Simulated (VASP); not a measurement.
Computed with PBE GGA with D3 dispersion (zero damping), VASP's PBE PAW potentials (set 64) (plane waves; VASP).

VASP ran on this input.

**POSCAR**
```
Al3Sc
1
    4.0650300619     0.0000000000     0.0000000000
   -0.0000000000     4.0650300619     0.0000000000
   -0.0000000000    -0.0000000000     4.0650300619
Sc Al
1 3
Direct
  0.0000000000   0.0000000000   0.0000000000
  0.0000000000   0.5000000000   0.5000000000
  0.5000000000   0.0000000000   0.5000000000
  0.5000000000   0.5000000000   0.0000000000
```

**KPOINTS**
```
Automatic mesh
0
Gamma
7 7 7
0 0 0
```

### INCAR
```
ALGO  =  Normal
EDIFF  =  1E-6
EDIFFG  =  -0.02
ENCUT  =  520
GGA  =  PE
IBRION  =  2
ISIF  =  3
ISMEAR  =  1
IVDW  =  11
LASPH  =  .TRUE.
LCHARG  =  .FALSE.
LMAXMIX  =  4
LREAL  =  .FALSE.
LWAVE  =  .FALSE.
NELM  =  100
NSW  =  60
PREC  =  Accurate
SIGMA  =  0.1
SYSTEM  =  Al3Sc
```

POTCAR, in this order: Sc_sv Al (PBE.64 set). Program: vasp_std.

Output of the run:

**OSZICAR**
```
       N       E                     dE             d eps       ncg     rms          rms(c)
DAV:   1     0.120570044629E+03    0.12057E+03   -0.85616E+03   560   0.131E+03
DAV:   2    -0.126606058661E+02   -0.13323E+03   -0.13157E+03   572   0.371E+02
DAV:   3    -0.201700142262E+02   -0.75094E+01   -0.71815E+01   928   0.729E+01
DAV:   4    -0.202708187063E+02   -0.10080E+00   -0.10068E+00   790   0.848E+00
DAV:   5    -0.202721742628E+02   -0.13556E-02   -0.13553E-02   814   0.971E-01    0.917E+00
DAV:   6    -0.193517506782E+02    0.92042E+00   -0.46776E+00   928   0.256E+01    0.330E+00
DAV:   7    -0.193035204358E+02    0.48230E-01   -0.86207E-02   640   0.260E+00    0.187E+00
DAV:   8    -0.192809407502E+02    0.22580E-01   -0.34724E-02   870   0.165E+00    0.223E-01
DAV:   9    -0.192806269182E+02    0.31383E-03   -0.28356E-03   680   0.403E-01    0.849E-02
DAV:  10    -0.192805662313E+02    0.60687E-04   -0.24197E-04   912   0.164E-01    0.679E-02
DAV:  11    -0.192805645531E+02    0.16782E-05   -0.15986E-05   736   0.357E-02    0.337E-02
DAV:  12    -0.192805593662E+02    0.51870E-05   -0.18173E-05   650   0.208E-02    0.385E-03
DAV:  13    -0.192805595635E+02   -0.19738E-06   -0.77771E-07   430   0.864E-03
   1 F= -.20228781E+02 E0= -.20228301E+02  d E =-.202288E+02
```

**OUTCAR**
```
------------------------ aborting loop because EDIFF is reached ----------------------------------------
 Edisp (eV)   -0.94822
  FORCE on cell =-STRESS in cart. coord.  units (eV):
  Direction    XX          YY          ZZ          XY          YZ          ZX
  --------------------------------------------------------------------------------------
  Total       0.02435     0.02435     0.02435    -0.00000    -0.00000    -0.00000
  in kB       0.58084     0.58084     0.58084    -0.00000    -0.00000    -0.00000
  external pressure =        0.58 kB  Pullay stress =        0.00 kB
  volume of cell :       67.17
      direct lattice vectors                 reciprocal lattice vectors
     4.065030062  0.000000000  0.000000000     0.246000641  0.000000000  0.000000000
     0.000000000  4.065030062  0.000000000     0.000000000  0.246000641  0.000000000
     0.000000000  0.000000000  4.065030062     0.000000000  0.000000000  0.246000641
 POSITION                                       TOTAL-FORCE (eV/Angst)
 -----------------------------------------------------------------------------------
      0.00000      0.00000      0.00000         0.000000      0.000000      0.000000
      0.00000      2.03252      2.03252         0.000000      0.000000      0.000000
      2.03252      0.00000      2.03252         0.000000      0.000000      0.000000
      2.03252      2.03252      0.00000         0.000000      0.000000      0.000000
 -----------------------------------------------------------------------------------
    total drift:                               -0.000000     -0.000000      0.000000
  FREE ENERGIE OF THE ION-ELECTRON SYSTEM (eV)
  ---------------------------------------------------
  free  energy   TOTEN  =       -20.2287814223 eV

  energy  without entropy=      -20.2273394079  energy(sigma->0) =      -20.22830075

 reached required accuracy - stopping structural energy minimisation
```
(Selected blocks of OUTCAR.)

**OUTCAR**
```
 val. band max:        7.2600221153   @ k =   0.4286   0.4286   0.1429

 cond. band min:       7.3449824434   @ k =   0.2857   0.0000   0.0000


 Fermi energy:         7.2969385129

 k-point     1 :       0.0000    0.0000    0.0000
  band No.  band energies     occupation
      1     -41.5050      2.00000
      2     -20.2144      2.00000
      3     -20.2144      2.00000
      4     -20.2144      2.00000
      5      -2.6914      2.00000
      6       4.7812      2.00000
      7       4.7812      2.00000
      8       5.6041      2.00000
      9       5.6041      2.00000
     10       5.6041      2.00000
     11       8.6923     -0.00000
     12       8.7318     -0.00000
     13       8.7318     -0.00000
     14       8.7318     -0.00000

 k-point     2 :       0.1429    0.0000    0.0000
  band No.  band energies     occupation
      1     -41.5048      2.00000
      2     -20.2210      2.00000
      3     -20.2138      2.00000
      4     -20.2138      2.00000
      5      -2.5010      2.00000
      6       3.5146      2.00000
      7       4.9278      2.00000
      8       5.6235      2.00000
      9       5.6235      2.00000
     10       6.4042      2.00000
     11       8.6323     -0.00000
     12       8.6323     -0.00000
     13       8.7911     -0.00000
     14       9.4182      0.00000

 k-point     3 :       0.2857    0.0000    0.0000
  band No.  band energies     occupation
      1     -41.5042      2.00000
      2     -20.2358      2.00000
      3     -20.2127      2.00000
      4     -20.2127      2.00000
      5      -1.9432      2.00000
      6       1.8531      2.00000
      7       5.3340      2.00000
      8       5.6600      2.00000
      9       5.6600      2.00000
     10       7.3450      0.28167
     11       8.4896     -0.00000
     12       8.4896     -0.00000
     13       8.9331     -0.00000
     14       9.6028      0.00000

 k-point     4 :       0.4286    0.0000    0.0000
  band No.  band energies     occupation
...
```

The compound is Al3Sc in the L1_2 structure. It was relaxed first. The start is the result of an earlier pass.
